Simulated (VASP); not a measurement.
ScTaN: single point with PBEsol

The system is ScTaN.

```
Ta Sc N
1.0
     3.08507    0.00000    0.00000
    -1.54253    2.67175    0.00000
     0.00000    0.00000   10.34014
Ta Sc N
2 2 2
Cartesian
  0.0000 1.7812 2.5399
  1.5425 0.8906 7.8003
  0.0000 0.0000 0.0000
  0.0000 0.0000 5.1701
  0.0000 1.7812 6.5126
  1.5425 0.8906 3.8275
```

The cell comes from a database or a generator and needn't be the stable form of this composition.

| Quantity | Value |
| --- | --- |
| Program | VASP 6.6.1 |
| Task | single point |
| Functional | PBEsol |
| Potentials or basis | VASP PAW PBE potentials, release 64 (Ta_pv, Sc_sv, N) |
| Cutoff | 520 eV |
| k mesh | 10 × 10 × 3 |
| Occupations | fermi-dirac, width 0.05 eV |
| Spin | no spin polarisation |

* Pressure: -6.2 GPa
* Largest force: 0.293 eV/Å
* Band gap on the k mesh: none (metal or under the smearing width)

Forces in eV/Å, atoms in the order of the input:
```
Ta   0.000  0.000  0.293
Ta   0.000  0.000 -0.293
Sc   0.000  0.000  0.000
Sc   0.000  0.000  0.000
N    0.000  0.000  0.135
N    0.000  0.000 -0.135
```

Stress tensor (GPa, compression positive):
```
-6.01  0.00  0.00
 0.00 -6.01  0.00
 0.00  0.00 -6.49
```

Levels at points of the mesh, in eV from the Fermi level:
| k point | band 23 | band 24 | band 25 | band 26 | band 27 | band 28 | band 29 | band 30 | band 31 | band 32 |
| --- | --- | --- | --- | --- | --- | --- | --- | --- | --- | --- |
| (0.00, 0.00, 0.00) | -3.60 | -1.31 | -1.28 | 0.57 | 0.57 | 0.75 | 0.79 | 1.39 | 1.39 | 1.74 |
| (0.50, 0.00, 0.00) | -2.66 | -1.79 | -1.17 | -0.85 | -0.40 | 0.40 | 0.51 | 2.02 | 2.34 | 3.66 |

Run time: 31 s on 2 MPI ranks on Intel(R) Xeon(R) Platinum 8559C (Emerald Rapids) (shared host), peak memory 0.25 GiB a rank.

Caveat: the PAW data sets were made with another functional, which shifts forces and pressure a little. Spin-orbit coupling is left out, which matters for the levels of Ta.
